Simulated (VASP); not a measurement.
Here is the system:

```yaml
crystal:
  lattice:
    - [0.00000, 3.21237, 3.21237]
    - [3.21237, 0.00000, 3.21237]
    - [3.21237, 3.21237, 0.00000]
  atoms:
    - { symbol: K, position: [0.00000, 0.00000, 0.00000] }
    - { symbol: Br, position: [0.50000, 0.50000, 0.50000] }
```

Calculation: PBEsol GGA, VASP's PBE PAW potentials (set 64) (plane waves; VASP). Settings: 520 eV cut-off, 7×7×7 Γ-centred mesh, Gaussian smearing of 0.050 eV, potentials K_sv Br.

Give the stress tensor in GPa (positive for a compressed cell).

```
1.10  0.00  0.00
0.00  1.10  0.00
0.00  0.00  1.10
```
The pressure is its mean diagonal, 1.10 GPa.

The compound is KBr in the rock salt structure. This cell is one point of a volume scan, at 0.94 of the reference volume.
